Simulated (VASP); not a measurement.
All values below come from r2SCAN meta-GGA, VASP's PBE PAW potentials (set 64) (plane waves; VASP 6.6.1).

The input files of a VASP run:

**KPOINTS**
```
Automatic mesh
0
Gamma
10 10 10
0 0 0
```

INCAR:
```
# general
SYSTEM =YN
PREC   =Accurate
ENCUT  =520
LREAL  =.FALSE.
LASPH  =.TRUE.

# electronic loop
EDIFF  =1E-7
NELM   =100
ALGO   =Normal
LMAXMIX=4
LMIXTAU=.TRUE.

# smearing
ISMEAR =-5

# functional
METAGGA=R2SCAN

# ions
ISIF   =2

# output
LWAVE  =.FALSE.
LCHARG =.FALSE.
LORBIT =11
NEDOS  =601
```

### POSCAR
```
YN
1
    1.7310253954     0.9994075743     2.8274578753
   -1.7310253954     0.9994075743     2.8274578753
   -0.0000000000    -1.9988161568     2.8274578685
Y N
1 1
Direct
  0.7500183964   0.7500183964   0.7500183964
  0.2499816036   0.2499816036   0.2499816036
```

KPOINTS_OPT:
```
k-points along high-symmetry lines
8
Line-mode
Reciprocal
  0.000000   0.000000   0.000000 ! GAMMA
  0.500000   0.500000   0.500000 ! T

  0.500000   0.500000   0.500000 ! T
  0.757469   0.242531   0.500000 ! H_2

  0.500000  -0.242531   0.242531 ! H_0
  0.500000   0.000000   0.000000 ! L

  0.500000   0.000000   0.000000 ! L
  0.000000   0.000000   0.000000 ! GAMMA

  0.000000   0.000000   0.000000 ! GAMMA
  0.371265  -0.371265   0.000000 ! S_0

  0.628735   0.000000   0.371265 ! S_2
  0.500000   0.000000   0.500000 ! F

  0.500000   0.000000   0.500000 ! F
  0.000000   0.000000   0.000000 ! GAMMA
```

POTCAR, in this order: Y_sv N (PBE.64 set). Program: vasp_std.

Task: Estimate the energy per atom (σ→0), band gap (over mesh and band path).

Result: 
```json
{
 "energy per atom (σ→0)": "-16721 meV/atom",
 "band gap (over mesh and band path)": "0.60 eV"
}
```

OSZICAR:
```
...
DAV:  16    -0.334420260165E+02   -0.17248E-03   -0.15492E-04  3476   0.115E-01    0.326E-02
DAV:  17    -0.334420106975E+02    0.15319E-04   -0.27805E-05  4636   0.566E-02    0.231E-02
DAV:  18    -0.334420164573E+02   -0.57599E-05   -0.33900E-06  3420   0.194E-02    0.343E-03
DAV:  19    -0.334420162119E+02    0.24542E-06   -0.76037E-07  3316   0.661E-03    0.732E-03
DAV:  20    -0.334420165303E+02   -0.31835E-06   -0.36920E-07  3124   0.594E-03    0.128E-03
DAV:  21    -0.334420165441E+02   -0.13819E-07   -0.32095E-08  1524   0.192E-03
   1 F= -.33442017E+02 E0= -.33442017E+02  d E =0.000000E+00
       N       E                     dE             ncg
```

The structure was generated: YN was put into the alpha-GeTe type (R3m), which need not be its known phase. It was relaxed first. The relaxed cell has space group Fm-3m.
